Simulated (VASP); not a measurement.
Elastic constants (GPa) of a crystal from PBE GGA, VASP's PBE PAW potentials (set 64) in VASP:

|  | xx | yy | zz | yz | xz | xy |
|---|---|---|---|---|---|---|
| xx | 98.3 | 40.9 | 40.9 | 0.0 | 0.0 | 0.0 |
| yy | 40.9 | 98.3 | 40.9 | 0.0 | 0.0 | 0.0 |
| zz | 40.9 | 40.9 | 98.3 | 0.0 | 0.0 | 0.0 |
| yz | 0.0 | 0.0 | 0.0 | 50.4 | 0.0 | 0.0 |
| xz | 0.0 | 0.0 | 0.0 | 0.0 | 50.4 | 0.0 |
| xy | 0.0 | 0.0 | 0.0 | 0.0 | 0.0 | 50.4 |

**Question.** Work out the Voigt, Reuss and Hill moduli, Young's modulus and Poisson's ratio.

**Answer.** All eigenvalues are positive (smallest 50.4 GPa), so the crystal is stable. K_V = (C11+C22+C33+2(C12+C13+C23))/9 = (294.9 + 2×122.7)/9 = 60.0 GPa; G_V = (294.9 − 122.7 + 3×151.2)/15 = 41.7 GPa. From the compliances, K_R = 60.0 GPa and G_R = 38.7 GPa. Hill: K = 60.0 GPa, G = 40.2 GPa, E = 9KG/(3K+G) = 98.6 GPa, ν = (3K−2G)/(2(3K+G)) = 0.226. K/G = 1.49, below Pugh's 1.75; universal anisotropy A^U = 0.39.

**Question.** With a density of 5.08 g/cm³, what are the mean sound speeds?

**Answer.** v_l = √((K+4G/3)/ρ) = 4.73 km/s and v_t = √(G/ρ) = 2.81 km/s. The crystal is GaAs (zinc blende), cubic.

The compound is GaAs in the zinc blende structure. It was relaxed first.
